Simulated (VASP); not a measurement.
All values below come from PBE GGA, VASP's PBE PAW potentials (set 64) (plane waves; VASP 6.6.1).

The input files of a VASP run:

### INCAR
```
SYSTEM = Al37N36
PREC = Normal
ENCUT = 400
EDIFF = 1E-5
NELM = 100
ALGO = Fast
LREAL = Auto
LASPH = .TRUE.
ISMEAR = 0
SIGMA = 0.05
GGA = PE
LWAVE = .TRUE.
LCHARG = .FALSE.
NELMIN = 4
ISYM = 0
NELECT = 290.0
IBRION = 2
ISIF = 2
NSW = 60
EDIFFG = -0.03
```

POSCAR:
```
Al37N36
1
    4.6932676572    -8.1289780182     0.0000000000
    4.6932676572     8.1289780182     0.0000000000
    0.0000000000     0.0000000000    10.0192026154
Al N
37 36
Direct
  0.2222220000   0.1111110000   0.2500000000
  0.1111110000   0.2222220000   0.0000000000
  0.2252830000   0.1152670000   0.7479530000
  0.1074920000   0.2211480000   0.4992230000
  0.2222220000   0.4444440000   0.2500000000
  0.1111110000   0.5555560000   0.0000000000
  0.2261980000   0.4435630000   0.7485270000
  0.1111110000   0.5555560000   0.5000000000
  0.2222220000   0.7777780000   0.2500000000
  0.1111110000   0.8888890000   0.0000000000
  0.2222220000   0.7777780000   0.7500000000
  0.1111110000   0.8888890000   0.5000000000
  0.5555560000   0.1111110000   0.2500000000
  0.4444440000   0.2222220000   0.0000000000
  0.5555560000   0.1111110000   0.7500000000
  0.4461870000   0.2184350000   0.4975870000
  0.5555560000   0.4444440000   0.2500000000
  0.4444440000   0.5555560000   0.0000000000
  0.5496770000   0.4399160000   0.7536330000
  0.4395930000   0.5552440000   0.4992620000
  0.5555560000   0.7777780000   0.2500000000
  0.4444440000   0.8888890000   0.0000000000
  0.5555560000   0.7777780000   0.7500000000
  0.4444440000   0.8888890000   0.5000000000
  0.8888890000   0.1111110000   0.2500000000
  0.7777780000   0.2222220000   0.0000000000
  0.8888890000   0.1111110000   0.7500000000
  0.7777780000   0.2222220000   0.5000000000
  0.8888890000   0.4444440000   0.2500000000
  0.7777780000   0.5555560000   0.0000000000
  0.8888890000   0.4444440000   0.7500000000
  0.7777780000   0.5555560000   0.5000000000
  0.8888890000   0.7777780000   0.2500000000
  0.7777780000   0.8888890000   0.0000000000
  0.8888890000   0.7777780000   0.7500000000
  0.7777780000   0.8888890000   0.5000000000
  0.3351400000   0.3361230000   0.5992280000
  0.2201050000   0.1095020000   0.4383920000
  0.1111110000   0.2222220000   0.1910000000
  0.2222220000   0.1111110000   0.9410000000
  0.1104240000   0.2159590000   0.6889160000
  0.2230740000   0.4445940000   0.4363420000
  0.1111110000   0.5555560000   0.1910000000
  0.2222220000   0.4444440000   0.9410000000
  0.1111110000   0.5555560000   0.6910000000
  0.2222220000   0.7777780000   0.4410000000
  0.1111110000   0.8888890000   0.1910000000
  0.2222220000   0.7777780000   0.9410000000
  0.1111110000   0.8888890000   0.6910000000
  0.5555560000   0.1111110000   0.4410000000
  0.4444440000   0.2222220000   0.1910000000
  0.5555560000   0.1111110000   0.9410000000
  0.4437260000   0.2165580000   0.6917330000
  0.5518680000   0.4441120000   0.4381250000
  0.4444440000   0.5555560000   0.1910000000
  0.5555560000   0.4444440000   0.9410000000
  0.4471160000   0.5579420000   0.6930150000
  0.5555560000   0.7777780000   0.4410000000
  0.4444440000   0.8888890000   0.1910000000
  0.5555560000   0.7777780000   0.9410000000
  0.4444440000   0.8888890000   0.6910000000
  0.8888890000   0.1111110000   0.4410000000
  0.7777780000   0.2222220000   0.1910000000
  0.8888890000   0.1111110000   0.9410000000
  0.7777780000   0.2222220000   0.6910000000
  0.8888890000   0.4444440000   0.4410000000
  0.7777780000   0.5555560000   0.1910000000
  0.8888890000   0.4444440000   0.9410000000
  0.7777780000   0.5555560000   0.6910000000
  0.8888890000   0.7777780000   0.4410000000
  0.7777780000   0.8888890000   0.1910000000
  0.8888890000   0.7777780000   0.9410000000
  0.7777780000   0.8888890000   0.6910000000
```

File KPOINTS:
```
Automatic mesh
0
Gamma
  1 1 1
```

POTCAR, in this order: Al N (PBE.64 set). Program: vasp_gam.

The run wrote:

**OSZICAR**
```
...
  14 F= -.53755608E+03 E0= -.53755608E+03  d E =-.564040E-01
       N       E                     dE             d eps       ncg     rms          rms(c)
DAV:   1    -0.537573448290E+03   -0.17364E-01   -0.81560E+00   364   0.728E+00    0.440E-01
RMM:   2    -0.537582155836E+03   -0.87075E-02   -0.13964E-01   364   0.834E-01    0.251E-01
RMM:   3    -0.537581440843E+03    0.71499E-03   -0.15803E-02   366   0.285E-01    0.166E-01
RMM:   4    -0.537580731335E+03    0.70951E-03   -0.62092E-03   365   0.159E-01    0.464E-02
RMM:   5    -0.537580790301E+03   -0.58966E-04   -0.90665E-04   386   0.618E-02    0.337E-02
RMM:   6    -0.537580801945E+03   -0.11644E-04   -0.16867E-04   376   0.268E-02    0.178E-02
RMM:   7    -0.537580803036E+03   -0.10913E-05   -0.26517E-05   243   0.118E-02
  15 F= -.53758080E+03 E0= -.53758080E+03  d E =-.811222E-01
       N       E                     dE             d eps       ncg     rms          rms(c)
DAV:   1    -0.537612163304E+03   -0.31361E-01   -0.70606E+00   364   0.666E+00    0.386E-01
RMM:   2    -0.537619931736E+03   -0.77684E-02   -0.11257E-01   364   0.730E-01    0.214E-01
RMM:   3    -0.537619761830E+03    0.16991E-03   -0.13520E-02   368   0.255E-01    0.140E-01
RMM:   4    -0.537619367808E+03    0.39402E-03   -0.40299E-03   365   0.132E-01    0.397E-02
RMM:   5    -0.537619411099E+03   -0.43291E-04   -0.59192E-04   390   0.508E-02    0.300E-02
RMM:   6    -0.537619418880E+03   -0.77812E-05   -0.11702E-04   370   0.232E-02    0.126E-02
RMM:   7    -0.537619418893E+03   -0.12476E-07   -0.23777E-05   236   0.105E-02
  16 F= -.53761942E+03 E0= -.53761942E+03  d E =-.386159E-01
       N       E                     dE             d eps       ncg     rms          rms(c)
DAV:   1    -0.537625387459E+03   -0.59686E-02   -0.58978E+00   376   0.609E+00    0.352E-01
RMM:   2    -0.537631759902E+03   -0.63724E-02   -0.93591E-02   364   0.666E-01    0.196E-01
RMM:   3    -0.537631582032E+03    0.17787E-03   -0.11134E-02   367   0.233E-01    0.127E-01
RMM:   4    -0.537631267241E+03    0.31479E-03   -0.33612E-03   365   0.120E-01    0.360E-02
RMM:   5    -0.537631307009E+03   -0.39767E-04   -0.51022E-04   389   0.465E-02    0.271E-02
RMM:   6    -0.537631313657E+03   -0.66485E-05   -0.90822E-05   357   0.207E-02
  17 F= -.53763131E+03 E0= -.53763131E+03  d E =-.505106E-01
       N       E                     dE             d eps       ncg     rms          rms(c)
DAV:   1    -0.537644985689E+03   -0.13679E-01   -0.43379E+00   376   0.531E+00    0.308E-01
RMM:   2    -0.537648561938E+03   -0.35762E-02   -0.64944E-02   364   0.564E-01    0.166E-01
RMM:   3    -0.537648053426E+03    0.50851E-03   -0.81898E-03   368   0.202E-01    0.101E-01
RMM:   4    -0.537647794159E+03    0.25927E-03   -0.24679E-03   365   0.100E-01    0.319E-02
RMM:   5    -0.537647822941E+03   -0.28783E-04   -0.39007E-04   387   0.399E-02    0.196E-02
RMM:   6    -0.537647826985E+03   -0.40435E-05   -0.68874E-05   305   0.170E-02
  18 F= -.53764783E+03 E0= -.53764783E+03  d E =-.165133E-01
       N       E                     dE             d eps       ncg     rms          rms(c)
DAV:   1    -0.537648687101E+03   -0.86416E-03   -0.49992E-01   408   0.180E+00    0.105E-01
RMM:   2    -0.537649098693E+03   -0.41159E-03   -0.75083E-03   364   0.192E-01    0.560E-02
RMM:   3    -0.537649040680E+03    0.58013E-04   -0.94808E-04   367   0.690E-02    0.342E-02
RMM:   4    -0.537649011756E+03    0.28924E-04   -0.29195E-04   365   0.344E-02    0.113E-02
RMM:   5    -0.537649015141E+03   -0.33842E-05   -0.46419E-05   272   0.138E-02
  19 F= -.53764902E+03 E0= -.53764902E+03  d E =-.177015E-01
       N       E                     dE             d eps       ncg     rms          rms(c)
DAV:   1    -0.537654564339E+03   -0.55526E-02   -0.13350E+00   376   0.297E+00    0.190E-01
RMM:   2    -0.537655755172E+03   -0.11908E-02   -0.22084E-02   364   0.336E-01    0.101E-01
RMM:   3    -0.537655667433E+03    0.87740E-04   -0.29675E-03   366   0.122E-01    0.639E-02
RMM:   4    -0.537655608778E+03    0.58655E-04   -0.89391E-04   365   0.607E-02    0.213E-02
RMM:   5    -0.537655622050E+03   -0.13272E-04   -0.16592E-04   371   0.251E-02    0.146E-02
RMM:   6    -0.537655623531E+03   -0.14813E-05   -0.21929E-05   238   0.102E-02
  20 F= -.53765562E+03 E0= -.53765562E+03  d E =-.660839E-02
       N       E                     dE             d eps       ncg     rms          rms(c)
DAV:   1    -0.537655870822E+03   -0.24877E-03   -0.93730E-02   424   0.788E-01    0.505E-02
RMM:   2    -0.537655955160E+03   -0.84338E-04   -0.15579E-03   364   0.891E-02    0.265E-02
RMM:   3    -0.537655949642E+03    0.55184E-05   -0.21114E-04   366   0.327E-02    0.171E-02
RMM:   4    -0.537655945868E+03    0.37736E-05   -0.62751E-05   318   0.162E-02
  21 F= -.53765595E+03 E0= -.53765595E+03  d E =-.693073E-02
       N       E                     dE             d eps       ncg     rms          rms(c)
DAV:   1    -0.537658510588E+03   -0.25609E-02   -0.66073E-01   364   0.207E+00    0.130E-01
RMM:   2    -0.537659223630E+03   -0.71304E-03   -0.10681E-02   364   0.233E-01    0.695E-02
RMM:   3    -0.537659180774E+03    0.42856E-04   -0.12316E-03   366   0.813E-02    0.439E-02
RMM:   4    -0.537659138723E+03    0.42050E-04   -0.39326E-04   365   0.419E-02    0.135E-02
RMM:   5    -0.537659144020E+03   -0.52964E-05   -0.61947E-05   296   0.164E-02
  22 F= -.53765914E+03 E0= -.53765914E+03  d E =-.319815E-02
       N       E                     dE             d eps       ncg     rms          rms(c)
DAV:   1    -0.537659505057E+03   -0.36633E-03   -0.22157E-01   376   0.120E+00    0.748E-02
RMM:   2    -0.537659747937E+03   -0.24288E-03   -0.36041E-03   364   0.136E-01    0.405E-02
RMM:   3    -0.537659734268E+03    0.13669E-04   -0.41964E-04   366   0.476E-02    0.258E-02
RMM:   4    -0.537659720405E+03    0.13863E-04   -0.13412E-04   363   0.246E-02    0.826E-03
RMM:   5    -0.537659722040E+03   -0.16349E-05   -0.19464E-05   232   0.972E-03
  23 F= -.53765972E+03 E0= -.53765972E+03  d E =-.377617E-02
       N       E                     dE             d eps       ncg     rms          rms(c)
DAV:   1    -0.537661065980E+03   -0.13456E-02   -0.40340E-01   364   0.161E+00    0.103E-01
RMM:   2    -0.537661527091E+03   -0.46111E-03   -0.67989E-03   364   0.186E-01    0.556E-02
RMM:   3    -0.537661518167E+03    0.89247E-05   -0.77394E-04   366   0.647E-02    0.366E-02
RMM:   4    -0.537661494248E+03    0.23918E-04   -0.23943E-04   365   0.330E-02    0.109E-02
RMM:   5    -0.537661497382E+03   -0.31341E-05   -0.39589E-05   265   0.131E-02
  24 F= -.53766150E+03 E0= -.53766150E+03  d E =-.177534E-02
       N       E                     dE             d eps       ncg     rms          rms(c)
DAV:   1    -0.537661617105E+03   -0.12286E-03   -0.95973E-02   376   0.784E-01    0.500E-02
RMM:   2    -0.537661731170E+03   -0.11407E-03   -0.16571E-03   364   0.923E-02    0.278E-02
RMM:   3    -0.537661729044E+03    0.21260E-05   -0.18950E-04   363   0.321E-02    0.186E-02
RMM:   4    -0.537661723171E+03    0.58735E-05   -0.60784E-05   324   0.166E-02
  25 F= -.53766172E+03 E0= -.53766172E+03  d E =-.200113E-02
       N       E                     dE             d eps       ncg     rms          rms(c)
DAV:   1    -0.537662281713E+03   -0.55267E-03   -0.26934E-01   364   0.132E+00    0.847E-02
RMM:   2    -0.537662525538E+03   -0.24382E-03   -0.44068E-03   364   0.148E-01    0.432E-02
RMM:   3    -0.537662512740E+03    0.12798E-04   -0.57305E-04   367   0.534E-02    0.274E-02
RMM:   4    -0.537662501948E+03    0.10792E-04   -0.15867E-04   362   0.260E-02    0.912E-03
RMM:   5    -0.537662504382E+03   -0.24341E-05   -0.28025E-05   248   0.107E-02
  26 F= -.53766250E+03 E0= -.53766250E+03  d E =-.781211E-03
```

OUTCAR:
```
------------------------ aborting loop because EDIFF is reached ----------------------------------------
  FORCE on cell =-STRESS in cart. coord.  units (eV):
  Direction    XX          YY          ZZ          XY          YZ          ZX
  --------------------------------------------------------------------------------------
  Total       -4.4757643     -4.2802792      3.2136814      0.0219934     -0.0163123     -0.0265236
  in kB       -9.3800113     -8.9703266      6.7350212      0.0460922     -0.0341863     -0.0555863
  external PRESSURE =      -3.8717722 kB  Pullay stress =       0.0000000 kB
  volume of cell :      764.49
      direct lattice vectors                 reciprocal lattice vectors
     4.693267657 -8.128978018  0.000000000     0.106535582 -0.061508347  0.000000000
     4.693267657  8.128978018  0.000000000     0.106535582  0.061508347  0.000000000
     0.000000000  0.000000000 10.019202615     0.000000000  0.000000000  0.099808342
  FREE ENERGIE OF THE ION-ELECTRON SYSTEM (eV)
  ---------------------------------------------------
  free  energy   TOTEN  =      -537.6625043821 eV

  energy  without entropy=     -537.6625043821  energy(sigma->0) =     -537.66250438

 reached required accuracy - stopping structural energy minimisation
```
(Selected blocks of OUTCAR.)

### CONTCAR
```
Al37N36
   1.00000000000000
     4.6932676571999998   -8.1289780181999998    0.0000000000000000
     4.6932676571999998    8.1289780181999998    0.0000000000000000
     0.0000000000000000    0.0000000000000000   10.0192026153999993
  Al              N
    37    36
Direct
     0.2185052060843750    0.1037378601017696    0.2361872080172382
     0.1066912714698753    0.2198986813792755    0.0024072967936799
     0.2115290612821737    0.0895992100041560    0.7720859536500170
     0.1188235780826265    0.2258985927044400    0.4672110999218113
     0.2186027276407266    0.4478628966321904    0.2363409992990814
     0.1070165779363057    0.5593520485854507    0.0027938960771484
     0.2115634303361995    0.4548417866676009    0.7718536420189726
     0.1100787288868222    0.5562187504080486    0.4968435782107629
     0.2215527189090581    0.7772939365277471    0.2515549573791769
     0.1069578202826931    0.8806006432005288    0.0028344775859423
     0.2229335549449333    0.7779486478622507    0.7478173059567773
     0.1100729425972869    0.8868608106884542    0.4968265786103072
     0.5568222476299751    0.1095598478779648    0.2483761393141997
     0.4465439129298732    0.2198914086449159    0.0024443084242700
     0.5557130057401677    0.1106779256461201    0.7501970507371128
     0.4404238081998425    0.2258521652134736    0.4671493537171040
     0.5625871901750072    0.4478942937493075    0.2363639594067074
     0.4465373660115933    0.5597097043715151    0.0024645843264994
     0.5766550554467882    0.4547989810839939    0.7718625995419112
     0.4404864204869182    0.5477271565868214    0.4677471648698756
     0.5567910973328500    0.7802926296473437    0.2483882061598029
     0.4444331952404845    0.8887013974495557    0.9997905018548590
     0.5556924622095796    0.7779773331253799    0.7501164468253604
     0.4437224387762738    0.8884023819108026    0.4988450011222890
     0.8860331268075258    0.1095682594250761    0.2483638150683376
     0.7776287003720238    0.2219193185270255    0.9998173102588380
     0.8884088961717119    0.1106918657551799    0.7501757361867222
     0.7780108215937244    0.2226579318205555    0.4988394157585874
     0.8890329284812085    0.4447604824149941    0.2515421741687364
     0.7856923905707678    0.5593714381705616    0.0028358118114383
     0.8884104792122025    0.4434421103704949    0.7478404790981966
     0.7794121233803504    0.5562196899321219    0.4968658342391459
     0.8890300413227362    0.7773111835507708    0.2515995347380086
     0.7776146938371338    0.8887280891490487    0.9997726184520278
     0.8883774537529771    0.7779624006099933    0.7478165407087508
     0.7780117126885242    0.8884296674497808    0.4988498141803718
     0.3330955068093299    0.3327631902241394    0.6343690072620445
     0.2145352328851785    0.0957742789053940    0.4228367562140432
     0.1085881272654770    0.2208556660155249    0.1919282740376724
     0.2198477667865901    0.1063696286139149    0.9555905610517175
     0.1210368662931563    0.2270053249893281    0.7094406089539295
     0.2147488122114760    0.4518385087489787    0.4230379339882129
     0.1073424422354992    0.5590037369867283    0.1889084735640383
     0.2199556532307804    0.4465328247854425    0.9554249308622025
     0.1100373958736970    0.5563116829430955    0.6900177924328075
     0.2222315602543794    0.7776315414595077    0.4423365521127407
     0.1072551035601782    0.8812708290129481    0.1889015426098688
     0.2229917215001210    0.7780102213325815    0.9381121450694031
     0.1100248012789344    0.8866968249833066    0.6900224258644270
     0.5551111890832439    0.1112978560131234    0.4406137687854429
     0.4455468248155107    0.2208855550376020    0.1919617727859819
     0.5560872488011241    0.1102713814946454    0.9409965318569952
     0.4393437999830559    0.2269787427107269    0.7094415256261292
     0.5703722601802649    0.4518478283003063    0.4230476624146908
     0.4455635264644899    0.5578114784008072    0.1918765025181278
     0.5599703990246960    0.4465416306466806    0.9554351124311820
     0.4393306845777671    0.5452800758859246    0.7088579936307995
     0.5552006190205037    0.7770793163708534    0.4406650951034189
     0.4433889573969405    0.8881967113404885    0.1908879256404819
     0.5560826896116700    0.7787944553183921    0.9408899082088786
     0.4448860728053718    0.8889438967075773    0.6900998421124105
     0.8895055535470693    0.1112981560298481    0.4406242122113665
     0.7781441538753362    0.2229727943170463    0.1908843156208131
     0.8875460276657138    0.1102911060034304    0.9409598779237685
     0.7774556038458272    0.2215046946331531    0.6901037450596588
     0.8886924903702245    0.4441172921864912    0.4423192525723799
     0.7850002926708806    0.5590557265012579    0.1889369143068589
     0.8883334357022037    0.4433621919925381    0.9381224297447102
     0.7796599445197765    0.5563273333517108    0.6900173085307471
     0.8886804304956324    0.7776140791392075    0.4423588083908758
     0.7781154904724138    0.8882131691075273    0.1908817259055428
     0.8883262508980245    0.7779958246654204    0.9381106657390198
     0.7774508771641376    0.8889579175996267    0.6900947043666309
```

At this cut-off the stress carries a Pulay error, which pulls relaxed volumes low. The cell is charged, with a uniform compensating background. The supercell is sampled at Γ alone, which is coarse: total energies, pressure and levels can be off, energies of defects by several tenths of an eV.

The cell is a supercell with a defect, built from AlN (wurtzite): Al_i, charge +1. The run is not spin-polarised, so no state with unpaired spins was tried.
